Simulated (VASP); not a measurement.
# ZnS (Sphalerite): what each functional gives, and what it costs, part 5 of 6

Which functional reproduces the measured band gap of ZnS (Sphalerite), and what does it cost? LASPH is on for some levels and off for others; the table marks which. The start is a cell from a database of measured crystal structures.

VASP 6.6.1, plane waves and PAW; the level of theory is named at each step.

So far, least gap on mesh and path (eV): step 2 (bands, level LDA) 1.86; step 7 (bands, level SCAN) 2.60; step 9 (bands, level HSE06) 3.33; step 10 (bands, level HSE03) 3.11; step 11 (bands, level PBE0) 4.00.

**12. Dielectric constant for the exchange share**

This step: PBE; plane waves and PAW (Zn, S) (VASP 6.6.1).

The share of exact exchange of the next level is the inverse of the dielectric constant, which this PBE response run supplies.

File INCAR:

```
SYSTEM = ZnS
PREC = Accurate
ENCUT = 400
EDIFF = 1E-08
NELM = 100
ISMEAR = 0
SIGMA = 0.01
LREAL = .FALSE.
ALGO = Normal
GGA = PE
NBANDS = 15
LORBIT = 11
LWAVE = .FALSE.
LCHARG = .FALSE.
KPAR = 4
LEPSILON = .TRUE.
```

File POSCAR:

```
ZnS
1.0
    0.0000000000      2.7046500000      2.7046500000
    2.7046500000      0.0000000000      2.7046500000
    2.7046500000      2.7046500000      0.0000000000
Zn S
1 1
Direct
    0.0000000000      0.0000000000      0.0000000000
    0.2500000000      0.2500000000      0.2500000000
```

File KPOINTS:

```
Automatic mesh
0
Gamma
13 13 13
0 0 0
```

The projector-augmented-wave data sets are Zn and S (PBE family, release 64).

On the command line:

```console
$ mpirun -np 4 vasp_std
```

Numbers of over 12 decimals in the logs are rounded to 6 here.

Output:

```text
[... set-up lines as in an earlier step ...]
 entering main loop
       N       E                     dE             d eps       ncg     rms          rms(c)
DAV:   1     0.792269460590E+02    0.79227E+02   -0.78076E+03  2520   0.120E+03
DAV:   2    -0.223571887513E+01   -0.81463E+02   -0.76771E+02  2856   0.235E+02
DAV:   3    -0.722160063909E+01   -0.49859E+01   -0.49674E+01  3122   0.607E+01
DAV:   4    -0.727358613201E+01   -0.51985E-01   -0.51975E-01  3101   0.651E+00
DAV:   5    -0.727425271922E+01   -0.66659E-03   -0.66657E-03  3220   0.709E-01    0.684E+00
DAV:   6    -0.686563311992E+01    0.40862E+00   -0.78567E-01  3798   0.318E+01    0.533E+00
DAV:   7    -0.684603779138E+01    0.19595E-01   -0.26525E-01  2891   0.481E+00    0.272E+00
DAV:   8    -0.684545327773E+01    0.58451E-03   -0.53395E-03  3125   0.852E-01    0.730E-01
DAV:   9    -0.684571374612E+01   -0.26047E-03   -0.12523E-03  3045   0.292E-01    0.965E-02
DAV:  10    -0.684588090370E+01   -0.16716E-03   -0.20631E-04  2885   0.132E-01    0.442E-02
DAV:  11    -0.684587688559E+01    0.40181E-05   -0.29293E-05  3185   0.752E-02    0.682E-03
DAV:  12    -0.684587769859E+01   -0.81300E-06   -0.38334E-06  3325   0.232E-02    0.426E-03
DAV:  13    -0.684587766684E+01    0.31755E-07   -0.75963E-07  2843   0.954E-03    0.247E-03
DAV:  14    -0.684587766525E+01    0.15884E-08   -0.68757E-08  3248   0.216E-03
   1 F= -.68458777E+01 E0= -.68458777E+01  d E =-.118341E-22
 Linear response reoptimize wavefunctions to high precision
DAV:   1    -0.684587767139E+01   -0.61407E-08   -0.24014E-09  2454   0.138E-03
DAV:   2    -0.684587767151E+01   -0.11869E-09   -0.79998E-10  1673   0.215E-04
DAV:   3    -0.684587767146E+01    0.50477E-10   -0.65863E-11  1554   0.698E-05
 Linear response G [H, r] |phi>, progress :
  Direction:   1
       N       E                     dE             d eps       ncg     rms
RMM:   1    -0.508692452171E+02   -0.50869E+02    0.10942E+02  4266   0.693E+01
RMM:   2    -0.504636699826E+02    0.40558E+00   -0.97455E+00  4379   0.248E+01
RMM:   3    -0.506257917617E+02   -0.16212E+00   -0.62923E-01  4732   0.570E+00
RMM:   4    -0.506283317188E+02   -0.25400E-02   -0.30671E-02  4839   0.112E+00
RMM:   5    -0.506269849201E+02    0.13468E-02    0.41168E-03  4975   0.260E-01
RMM:   6    -0.506276401916E+02   -0.65527E-03   -0.69925E-04  4960   0.677E-02
RMM:   7    -0.506275575572E+02    0.82634E-04    0.25502E-04  5033   0.195E-02
RMM:   8    -0.506275955529E+02   -0.37996E-04   -0.10724E-04  5081   0.639E-03
RMM:   9    -0.506275858499E+02    0.97030E-05   -0.20687E-05  4830   0.233E-03
RMM:  10    -0.506275868694E+02   -0.10195E-05    0.44217E-06  3914   0.114E-03
RMM:  11    -0.506275858372E+02    0.10322E-05    0.15564E-06  3447   0.724E-04
RMM:  12    -0.506275857592E+02    0.77949E-07    0.14115E-05  3026   0.613E-04
RMM:  13    -0.506275856779E+02    0.81361E-07    0.22307E-06  2776   0.562E-04
RMM:  14    -0.506275856223E+02    0.55533E-07    0.24068E-05  2591   0.555E-04
RMM:  15    -0.506275856270E+02   -0.46699E-08   -0.53632E-06  2421   0.560E-04
 Linear response G [H, r] |phi>, progress :
  Direction:   2
       N       E                     dE             d eps       ncg     rms
RMM:   1    -0.521384069160E+02   -0.52138E+02    0.80084E+01  4273   0.676E+01
RMM:   2    -0.522538220396E+02   -0.11542E+00   -0.84227E+00  4328   0.234E+01
RMM:   3    -0.523771395253E+02   -0.12332E+00   -0.53502E-01  4714   0.515E+00
RMM:   4    -0.523784451334E+02   -0.13056E-02   -0.27450E-02  4878   0.102E+00
RMM:   5    -0.523770872083E+02    0.13579E-02    0.40521E-03  4937   0.243E-01
RMM:   6    -0.523777167705E+02   -0.62956E-03   -0.65956E-04  4971   0.629E-02
RMM:   7    -0.523776329685E+02    0.83802E-04    0.27665E-04  5012   0.181E-02
RMM:   8    -0.523776707094E+02   -0.37741E-04   -0.85921E-05  5063   0.608E-03
RMM:   9    -0.523776606067E+02    0.10103E-04    0.29989E-05  4770   0.226E-03
RMM:  10    -0.523776627496E+02   -0.21429E-05    0.11140E-05  3906   0.111E-03
RMM:  11    -0.523776619859E+02    0.76373E-06    0.17466E-05  3361   0.707E-04
RMM:  12    -0.523776622944E+02   -0.30851E-06    0.20108E-05  2969   0.565E-04
RMM:  13    -0.523776623548E+02   -0.60449E-07    0.19197E-05  2741   0.536E-04
RMM:  14    -0.523776624967E+02   -0.14189E-06    0.22198E-05  2622   0.509E-04
RMM:  15    -0.523776625810E+02   -0.84287E-07    0.12914E-05  2422   0.520E-04
 Linear response G [H, r] |phi>, progress :
  Direction:   3
       N       E                     dE             d eps       ncg     rms
RMM:   1    -0.382290990088E+02   -0.38229E+02    0.24597E+02  4018   0.753E+01
RMM:   2    -0.416567110660E+02   -0.34276E+01   -0.92236E+00  4444   0.248E+01
RMM:   3    -0.419083008047E+02   -0.25159E+00   -0.63234E-01  4648   0.582E+00
RMM:   4    -0.419119144543E+02   -0.36136E-02   -0.10427E-02  4749   0.123E+00
RMM:   5    -0.419135820283E+02   -0.16676E-02   -0.29930E-03  4942   0.310E-01
RMM:   6    -0.419135992053E+02   -0.17177E-04   -0.46710E-05  4942   0.859E-02
RMM:   7    -0.419136169358E+02   -0.17731E-04   -0.37199E-05  5009   0.248E-02
RMM:   8    -0.419136177729E+02   -0.83700E-06   -0.14304E-05  5024   0.780E-03
RMM:   9    -0.419136174666E+02    0.30627E-06   -0.10752E-05  4590   0.267E-03
RMM:  10    -0.419136177531E+02   -0.28655E-06   -0.97245E-06  3750   0.121E-03
RMM:  11    -0.419136174425E+02    0.31066E-06   -0.40120E-06  3422   0.784E-04
RMM:  12    -0.419136171932E+02    0.24922E-06    0.35421E-06  3088   0.611E-04
RMM:  13    -0.419136174161E+02   -0.22286E-06   -0.13779E-06  2825   0.603E-04
RMM:  14    -0.419136170225E+02    0.39364E-06    0.16830E-05  2549   0.558E-04
RMM:  15    -0.419136175510E+02   -0.52852E-06   -0.14867E-06  2302   0.582E-04
 Linear response to external field (no local field effect), progress :
  Direction:   1
       N       E                     dE             d eps       ncg     rms          rms(c)
RMM:   1    -0.627549777505E+00   -0.62755E+00   -0.24401E+00  3448   0.385E+00
RMM:   2    -0.658369745646E+00   -0.30820E-01   -0.14387E-02  4500   0.839E-01
RMM:   3    -0.658701378469E+00   -0.33163E-03   -0.49219E-04  4587   0.147E-01
RMM:   4    -0.658708742430E+00   -0.73640E-05   -0.32746E-05  4645   0.287E-02
RMM:   5    -0.658708994010E+00   -0.25158E-06   -0.37338E-06  4655   0.736E-03
RMM:   6    -0.658709055913E+00   -0.61903E-07   -0.68227E-07  4659   0.221E-03
RMM:   7    -0.658709065481E+00   -0.95677E-08   -0.98186E-08  4188   0.761E-04
 change of polarisation eV/A/(eV/A) component  1 :     1.317     0.586     0.141
 dielectric tensor                  component  1 :     7.025     2.680     0.646
 Linear response to external field (no local field effect), progress :
  Direction:   2
       N       E                     dE             d eps       ncg     rms          rms(c)
RMM:   1    -0.676604109011E+00   -0.67660E+00   -0.26965E+00  3430   0.384E+00
RMM:   2    -0.711435052939E+00   -0.34831E-01   -0.15588E-02  4491   0.852E-01
RMM:   3    -0.711737007511E+00   -0.30195E-03   -0.47959E-04  4565   0.148E-01
RMM:   4    -0.711743245744E+00   -0.62382E-05   -0.34961E-05  4638   0.302E-02
RMM:   5    -0.711743495981E+00   -0.25024E-06   -0.43082E-06  4647   0.810E-03
RMM:   6    -0.711743540083E+00   -0.44102E-07   -0.70854E-07  4652   0.253E-03
RMM:   7    -0.711743552387E+00   -0.12304E-07   -0.12509E-07  4125   0.901E-04
RMM:   8    -0.711743552445E+00   -0.58177E-10   -0.12849E-08  3011   0.351E-04
 change of polarisation eV/A/(eV/A) component  2 :     0.586     1.423    -0.234
 dielectric tensor                  component  2 :     2.681     7.510    -1.068
 Linear response to external field (no local field effect), progress :
  Direction:   3
       N       E                     dE             d eps       ncg     rms          rms(c)
RMM:   1    -0.346976053398E+00   -0.34698E+00   -0.11976E+00  3441   0.341E+00
RMM:   2    -0.368097323208E+00   -0.21121E-01   -0.12972E-02  4614   0.738E-01
RMM:   3    -0.368335319739E+00   -0.23800E-03   -0.33233E-04  4512   0.124E-01
RMM:   4    -0.368340415636E+00   -0.50959E-05   -0.19105E-05  4540   0.212E-02
RMM:   5    -0.368340607587E+00   -0.19195E-06   -0.19269E-06  4676   0.492E-03
RMM:   6    -0.368340655414E+00   -0.47827E-07   -0.28174E-07  4600   0.131E-03
RMM:   7    -0.368340667739E+00   -0.12325E-07   -0.29449E-08  3964   0.425E-04
RMM:   8    -0.368340669517E+00   -0.17788E-08    0.14280E-08  2861   0.166E-04
 change of polarisation eV/A/(eV/A) component  3 :     0.140    -0.233     0.737
 dielectric tensor                  component  3 :     0.642    -1.068     4.369
 Linear response to external field, progress :
  Direction:   1
       N       E                     dE             d eps       ncg     rms          rms(c)
RMM:   1    -0.550492709570E+00   -0.55049E+00   -0.21126E+00 13867   0.370E+00
RMM:   2    -0.579302365211E+00   -0.28810E-01   -0.14353E-02 18623   0.811E-01    0.146E+00
RMM:   3    -0.548214083570E+00    0.31088E-01   -0.27640E-02 18014   0.877E-01    0.774E-01
RMM:   4    -0.562218750036E+00   -0.14005E-01   -0.18891E-02 18358   0.751E-01    0.207E-01
RMM:   5    -0.576199058799E+00   -0.13980E-01   -0.11848E-03 17813   0.221E-01    0.569E-02
RMM:   6    -0.577131598324E+00   -0.93254E-03   -0.14907E-04 18763   0.720E-02    0.279E-02
RMM:   7    -0.578279170359E+00   -0.11476E-02   -0.35188E-05 18035   0.306E-02    0.268E-03
RMM:   8    -0.578335475003E+00   -0.56305E-04   -0.24184E-06 19153   0.616E-03    0.192E-03
RMM:   9    -0.578326544949E+00    0.89301E-05   -0.69811E-07 18870   0.215E-03    0.626E-04
RMM:  10    -0.578332833554E+00   -0.62886E-05   -0.53421E-08 19345   0.464E-04    0.256E-04
RMM:  11    -0.578329659878E+00    0.31737E-05    0.39272E-09 17814   0.345E-04    0.127E-05
RMM:  12    -0.578329316170E+00    0.34371E-06    0.99658E-09 13697   0.761E-05    0.153E-05
RMM:  13    -0.578329416074E+00   -0.99904E-07   -0.12424E-08  8863   0.407E-05    0.213E-06
 change of polarisation eV/A/(eV/A) component  1 :     1.071     0.196     0.126
 dielectric tensor                  component  1 :     5.900     0.895     0.576
 Linear response to external field, progress :
  Direction:   2
       N       E                     dE             d eps       ncg     rms          rms(c)
RMM:   1    -0.550490892733E+00   -0.55049E+00   -0.21125E+00 13867   0.370E+00
RMM:   2    -0.579304371341E+00   -0.28813E-01   -0.14361E-02 18624   0.811E-01    0.146E+00
RMM:   3    -0.548212968078E+00    0.31091E-01   -0.27628E-02 18013   0.877E-01    0.774E-01
RMM:   4    -0.562224999368E+00   -0.14012E-01   -0.18955E-02 18358   0.752E-01    0.207E-01
RMM:   5    -0.576197318027E+00   -0.13972E-01   -0.12204E-03 17818   0.221E-01    0.568E-02
RMM:   6    -0.577135816041E+00   -0.93850E-03   -0.16079E-04 18760   0.720E-02    0.279E-02
RMM:   7    -0.578279287667E+00   -0.11435E-02   -0.38662E-05 18050   0.305E-02    0.268E-03
RMM:   8    -0.578335024149E+00   -0.55736E-04   -0.23611E-06 19152   0.614E-03    0.192E-03
RMM:   9    -0.578326235042E+00    0.87891E-05   -0.68101E-07 18860   0.215E-03    0.625E-04
RMM:  10    -0.578332553196E+00   -0.63182E-05   -0.90191E-08 19349   0.462E-04    0.255E-04
RMM:  11    -0.578329330426E+00    0.32228E-05    0.21576E-08 17814   0.345E-04    0.131E-05
RMM:  12    -0.578329003462E+00    0.32696E-06    0.16255E-08 13649   0.758E-05    0.152E-05
RMM:  13    -0.578329094520E+00   -0.91059E-07    0.33204E-08  8922   0.405E-05    0.216E-06
 change of polarisation eV/A/(eV/A) component  2 :     0.156     1.071     0.107
 dielectric tensor                  component  2 :     0.713     5.900     0.491
 Linear response to external field, progress :
  Direction:   3
       N       E                     dE             d eps       ncg     rms          rms(c)
RMM:   1    -0.550495071296E+00   -0.55050E+00   -0.21126E+00 13868   0.370E+00
RMM:   2    -0.579302899509E+00   -0.28808E-01   -0.14355E-02 18625   0.811E-01    0.146E+00
RMM:   3    -0.548214167020E+00    0.31089E-01   -0.27638E-02 18013   0.877E-01    0.774E-01
RMM:   4    -0.562224009598E+00   -0.14010E-01   -0.18947E-02 18358   0.751E-01    0.207E-01
RMM:   5    -0.576202054378E+00   -0.13978E-01   -0.12197E-03 17816   0.221E-01    0.569E-02
RMM:   6    -0.577132588209E+00   -0.93053E-03   -0.16214E-04 18762   0.720E-02    0.279E-02
RMM:   7    -0.578279177687E+00   -0.11466E-02   -0.38544E-05 18052   0.306E-02    0.268E-03
RMM:   8    -0.578335075885E+00   -0.55898E-04   -0.23509E-06 19152   0.616E-03    0.192E-03
RMM:   9    -0.578326179336E+00    0.88965E-05   -0.69479E-07 18872   0.215E-03    0.626E-04
RMM:  10    -0.578332478800E+00   -0.62995E-05   -0.10758E-07 19342   0.463E-04    0.256E-04
RMM:  11    -0.578329271045E+00    0.32078E-05   -0.24878E-08 17828   0.346E-04    0.130E-05
RMM:  12    -0.578328933354E+00    0.33769E-06    0.32340E-09 13668   0.761E-05    0.152E-05
RMM:  13    -0.578329026022E+00   -0.92669E-07   -0.67675E-09  8903   0.406E-05    0.216E-06
 change of polarisation eV/A/(eV/A) component  3 :     0.130     0.192     1.071
 dielectric tensor                  component  3 :     0.596     0.876     5.900
 Born effective charges drift removed
```

Elapsed: 5.6 min, on 4 MPI ranks of Intel Xeon Platinum 8488C (Sapphire Rapids), shared host; peak memory 1.6 GiB.

OUTCAR, selected parts (step 12):

```text
   k-points           NKPTS =     84   k-points in BZ     NKDIM =     84   number of bands    NBANDS=     15

   NELECT =      18.0000    total number of electrons

  Total        0.3279792      0.3279792      0.3279792      0.0000000     -0.0000000     -0.0000000
  in kB       13.2798639     13.2798639     13.2798639      0.0000000     -0.0000000     -0.0000000
  external PRESSURE =      13.2798639 kB  Pullay stress =       0.0000000 kB

 POSITION                                       TOTAL-FORCE (eV/Angst)
 -----------------------------------------------------------------------------------
      0.00000      0.00000      0.00000        -0.000000     -0.000000     -0.000000
      1.35232      1.35232      1.35232         0.000000      0.000000      0.000000
 -----------------------------------------------------------------------------------
    total drift:                                0.000001      0.000001      0.000001

 MACROSCOPIC STATIC DIELECTRIC TENSOR (including local field effects in DFT)
 ------------------------------------------------------
           5.899511    -0.000000    -0.000000
           0.000000     5.899511    -0.000000
           0.000000     0.000000     5.899511
 ------------------------------------------------------

 PIEZOELECTRIC TENSOR (including local field effects)  for field in x, y, z        (C/m^2)
          XX          YY          ZZ          XY          YZ          ZX
  --------------------------------------------------------------------------------
  x    -0.00000     0.00000     0.00000     0.00000    -0.67330    -0.00000
  y    -0.00000     0.00000     0.00000     0.00000     0.00000    -0.67330
  z     0.00000    -0.00000    -0.00000    -0.67330     0.00000     0.00000

 BORN EFFECTIVE CHARGES (including local field effects) (in |e|, cummulative output)
 ---------------------------------------------------------------------------------
 ion    1
    1     2.00124     0.00000    -0.00000
    2     0.00000     2.00124     0.00000
    3    -0.00000     0.00000     2.00124
 ion    2
    1    -2.00124    -0.00000     0.00000
    2    -0.00000    -2.00124    -0.00000
    3     0.00000    -0.00000    -2.00124

[... 6 parts as in an earlier step ...]

[... 4 further parts left out ...]
```

Energies printed during the response cycles are not total energies of the cell. The dielectric response converges more slowly with the mesh than energies do, so tensor and charges may still move on a finer one.

Numbers from this step:

```
irreducible k-points           : 84
Fermi energy                   : 2.145 eV
pressure                       : 1.328 GPa
gap on the k-mesh              : 2.099 eV
least direct gap on the k-mesh : 2.099 eV
```

Electronic dielectric tensor with local fields:

```
5.90 0.00 0.00
0.00 5.90 0.00
0.00 0.00 5.90
```

Born effective charge (e), principal values of the symmetric part by kind of site:

```
atom  atoms with these values    low  middle   high   mean
 Zn1                        1   2.00    2.00   2.00   2.00
  S2                        1  -2.00   -2.00  -2.00  -2.00
```

In full for S2:

```
-2.00  0.00  0.00
 0.00 -2.00  0.00
 0.00  0.00 -2.00
```

Piezoelectric tensor with clamped ions (C/m²), by row:

```
field  xx  yy  zz       xy       yz       zx
    x   0   0   0        0  -0.6733        0
    y   0   0   0        0        0  -0.6733
    z   0   0   0  -0.6733        0        0
```

The Born charges sum to zero; the printed set may have that rule imposed, so this is no test.

[end of part 5 of 6]

[Lines on the potential files, build, host, timing and source positions are cut from VASP's logs without a mark.]

[Logs are printed without paths, hosts, clocks, repeated set-up lines and the standing remarks that a program may print on its own settings, such as how far it seeks lower states.]

[Hosts, paths, dates, database ids (printed as entryN), source tags and the programs' standing remarks are cut or masked in the printed files.]

[A measured line is paired with the nearest computed mode of its activity, which favours agreement.]
